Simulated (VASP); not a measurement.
Method: revPBE GGA, VASP's PBE PAW potentials (set 64) (plane waves; VASP).

VASP input:

KPOINTS:
```
Automatic
0
Gamma
5 5 5
```

### POSCAR
```
BaHfO3
1
    4.1399105837     0.0000000000     0.0000000000
    0.0000000000     4.1399105837     0.0000000000
    0.0000000000     0.0000000000     4.1399105837
Ba Hf O
1 1 3
Direct
  0.0000000000   0.0000000000   0.0000000000
  0.5000000000   0.5000000000   0.5000000000
  0.5000000000   0.0000000000   0.5000000000
  0.0000000000   0.5000000000   0.5000000000
  0.5000000000   0.5000000000   0.0000000000
```

INCAR:
```
! general
SYSTEM   =  BaHfO3
PREC     =  Accurate
ENCUT    =  520
LREAL    =  .False.
LASPH    =  .True.   ! aspherical one-centre terms

! electronic loop
EDIFF    =  1E-7   ! SCF stop (eV)
NELM     =  100   ! most electronic steps
ALGO     =  Normal
LMAXMIX  =  6   ! l cut-off of mixed one-centre charges

! smearing
ISMEAR   =  0
SIGMA    =  0.05

! functional
GGA      =  RE   ! revPBE

! ions
ISIF     =  2   ! forces and stress, cell fixed

! output
LWAVE    =  .False.
LCHARG   =  .False.
```

POTCAR, in this order: Ba_sv Hf_pv O (PBE.64 set). Program: vasp_std.

Q: What will the output report for the number of irreducible k-points (NKPTS), largest plane-wave count, number of space-group operations, FFT grid (NGX, NGY, NGZ)?

A: 
```yaml
number of irreducible k-points (NKPTS): 10
largest_plane_wave_count: 1935
number_of_space_group_operations: 48
FFT grid (NGX, NGY, NGZ): 32 × 32 × 32
```

The compound is BaHfO3 in the cubic perovskite structure. This cell is one point of a volume scan, at 0.94 of the reference volume.
